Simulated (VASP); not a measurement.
Method: r2SCAN meta-GGA, VASP's PBE PAW potentials (set 64) (plane waves; VASP).

VASP input:

POSCAR:
```
Sn
4.4481580
 -0.6599894609   0.6599894609   0.3589259779
  0.6599894609  -0.6599894609   0.3589259779
  0.6599894609   0.6599894609  -0.3589259779
Sn
2
Cartesian
  0.6599894609   0.0000000000   0.1794629889
  0.0000000000   0.0000000000   0.0000000000
```

File KPOINTS:
```
Automatic mesh
0
Gamma
14 14 14
0 0 0
```

**INCAR**
```
ALGO  =  Normal   # blocked Davidson
LMIXTAU  =  .True.
SYSTEM  =  Sn
ISIF  =  2
NELM  =  100   # most electronic steps
METAGGA  =  R2SCAN
NEDOS  =  601   # DOS grid
ISMEAR  =  -5   # tetrahedra, Bloechl
LWAVE  =  .False.
PREC  =  Accurate
LASPH  =  .True.   # aspherical one-centre terms
LORBIT  =  11
LMAXMIX  =  4   # l cut-off of mixed one-centre charges
LCHARG  =  .False.
LREAL  =  .False.   # projection in real space or not
EDIFF  =  1E-7
ENCUT  =  400   # plane-wave cut-off (eV)
```

### KPOINTS_OPT
```
k-points along high-symmetry lines
7
Line-mode
Reciprocal
  0.000000   0.000000   0.000000 ! GAMMA
 -0.000000   0.000000   0.500000 ! X

 -0.000000   0.000000   0.500000 ! X
 -0.500000   0.500000   0.500000 ! M

 -0.500000   0.500000   0.500000 ! M
  0.000000   0.000000   0.000000 ! GAMMA

  0.000000   0.000000   0.000000 ! GAMMA
  0.324380   0.324380  -0.324380 ! Z

 -0.324380   0.675620   0.324380 ! Z_0
 -0.500000   0.500000   0.500000 ! M

 -0.000000   0.000000   0.500000 ! X
  0.250000   0.250000   0.250000 ! P

  0.250000   0.250000   0.250000 ! P
  0.000000   0.500000  -0.000000 ! N

  0.000000   0.500000  -0.000000 ! N
  0.000000   0.000000   0.000000 ! GAMMA
```

POTCAR, in this order: Sn_d (PBE.64 set). Program: vasp_std.

The resulting files:

### OUTCAR
```
 ion  position               nearest neighbor table
   1  0.250  0.750  0.500-   2 3.04   2 3.04   2 3.04   2 3.04
   2  0.000  0.000  0.000-   1 3.04   1 3.04   1 3.04   1 3.04
  LATTYP: Found a body centered tetragonal cell.
 ALAT       =     5.8714748006
 C/A-ratio  =     0.5438359234
 Subroutine PRICEL returns:
 Original cell was already a primitive cell.
 Subroutine GETGRP returns: Found 16 space group operations
The static configuration has the point symmetry D_2d.
 The point group associated with its full space group is D_4h.
The dynamic configuration has the point symmetry D_2d.
 Subroutine INISYM returns: Found 16 space group operations
 Subroutine IBZKPT returns following result:
 Found    244 irreducible k-points:

 Following reciprocal coordinates:
            Coordinates               Weight
  0.000000  0.000000  0.000000      1.000000
  0.071429  0.000000  0.000000      8.000000
  0.142857  0.000000  0.000000      8.000000
  0.214286  0.000000 -0.000000      8.000000
  0.285714  0.000000  0.000000      8.000000
  0.357143  0.000000  0.000000      8.000000
  0.428571  0.000000 -0.000000      8.000000
  0.500000  0.000000  0.000000      4.000000
  0.071429  0.071429  0.000000      8.000000
  0.142857  0.071429 -0.000000     16.000000
  0.214286  0.071429  0.000000     16.000000
  0.285714  0.071429  0.000000     16.000000
  0.357143  0.071429 -0.000000     16.000000
  0.428571  0.071429  0.000000     16.000000
  0.500000  0.071429  0.000000     16.000000
 -0.428571  0.071429  0.000000     16.000000
 -0.357143  0.071429  0.000000     16.000000
 -0.285714  0.071429  0.000000     16.000000
 -0.214286  0.071429  0.000000     16.000000
 -0.142857  0.071429  0.000000     16.000000
 -0.071429  0.071429  0.000000      4.000000
  0.142857  0.142857  0.000000      8.000000
...
```

File OSZICAR:
```
       N       E                     dE             d eps       ncg     rms          rms(c)
DAV:   1     0.146315530074E+03    0.14632E+03   -0.13442E+04  8796   0.213E+03
DAV:   2    -0.362023490542E+02   -0.18252E+03   -0.18060E+03  8806   0.416E+02
DAV:   3    -0.529090763555E+02   -0.16707E+02   -0.16544E+02 10162   0.136E+02
DAV:   4    -0.533973738291E+02   -0.48830E+00   -0.48656E+00 10118   0.256E+01
DAV:   5    -0.534167637184E+02   -0.19390E-01   -0.19381E-01 11868   0.448E+00    0.382E+00
DAV:   6    -0.493975476945E+02    0.40192E+01   -0.14114E+00  9352   0.220E+01    0.182E+00
DAV:   7    -0.488182114143E+02    0.57934E+00   -0.38272E-01  9334   0.728E+00    0.897E-01
DAV:   8    -0.492236663106E+02   -0.40545E+00   -0.26818E-01  8812   0.431E+00    0.476E-01
DAV:   9    -0.492358719138E+02   -0.12206E-01   -0.35955E-02  9134   0.147E+00    0.883E-02
DAV:  10    -0.492346948282E+02    0.11771E-02   -0.27599E-02  8952   0.152E+00    0.838E-02
DAV:  11    -0.492430984191E+02   -0.84036E-02   -0.11099E-02  8902   0.768E-01    0.377E-02
DAV:  12    -0.492434592560E+02   -0.36084E-03   -0.40633E-04  9190   0.164E-01    0.191E-02
DAV:  13    -0.492435435944E+02   -0.84338E-04   -0.15049E-04  9332   0.151E-01    0.504E-03
DAV:  14    -0.492435834055E+02   -0.39811E-04   -0.63455E-05  9004   0.108E-01    0.737E-03
DAV:  15    -0.492435495936E+02    0.33812E-04   -0.24599E-05  8872   0.714E-02    0.423E-03
DAV:  16    -0.492435829585E+02   -0.33365E-04   -0.32826E-06  8924   0.208E-02    0.266E-03
DAV:  17    -0.492435912453E+02   -0.82868E-05   -0.47623E-06  8910   0.201E-02    0.619E-04
DAV:  18    -0.492435941918E+02   -0.29464E-05   -0.25107E-07  7572   0.471E-03    0.469E-04
DAV:  19    -0.492435944574E+02   -0.26561E-06   -0.51800E-08  4654   0.290E-03    0.851E-05
DAV:  20    -0.492435947915E+02   -0.33413E-06   -0.11739E-08  4498   0.122E-03    0.667E-05
DAV:  21    -0.492435946846E+02    0.10695E-06   -0.16493E-09  4508   0.457E-04    0.224E-05
DAV:  22    -0.492435946966E+02   -0.12019E-07   -0.33435E-10  4496   0.215E-04
   1 F= -.49243595E+02 E0= -.49243595E+02  d E =0.000000E+00
       N       E                     dE             ncg
```

OUTCAR:
```
------------------------ aborting loop because EDIFF is reached ----------------------------------------
  FORCE on cell =-STRESS in cart. coord.  units (eV):
  Direction    XX          YY          ZZ          XY          YZ          ZX
  --------------------------------------------------------------------------------------
  Total        0.0235926      0.0235926     -0.0039748      0.0000000      0.0000000      0.0000000
  in kB        0.6867632      0.6867632     -0.1157044      0.0000000      0.0000000      0.0000000
  external PRESSURE =       0.4192740 kB  Pullay stress =       0.0000000 kB
  volume of cell :       55.04
      direct lattice vectors                 reciprocal lattice vectors
    -2.935737400  2.935737400  1.596559460     0.000000000  0.170314961  0.313173429
     2.935737400 -2.935737400  1.596559460     0.170314961  0.000000000  0.313173429
     2.935737400  2.935737400 -1.596559460     0.170314961  0.170314961  0.000000000
 POSITION                                       TOTAL-FORCE (eV/Angst)
 -----------------------------------------------------------------------------------
      2.93574     -0.00000      0.79828        -0.000000      0.000000      0.000000
      0.00000      0.00000      0.00000         0.000000     -0.000000     -0.000000
 -----------------------------------------------------------------------------------
    total drift:                                0.000000     -0.000000      0.000000
  FREE ENERGIE OF THE ION-ELECTRON SYSTEM (eV)
  ---------------------------------------------------
  free  energy   TOTEN  =       -49.2435946966 eV

  energy  without entropy=      -49.2435946966  energy(sigma->0) =      -49.24359470

 total charge

# of ion       s       p       d       tot
------------------------------------------
    1        1.198   1.066   9.969  12.233
    2        1.198   1.066   9.969  12.233
--------------------------------------------------
tot          2.395   2.131  19.939  24.465
```
(Selected blocks of OUTCAR.)

For a metal the tetrahedron method with Blöchl corrections gives inexact stress and forces.

The compound is Sn in the beta structure. It was relaxed first.
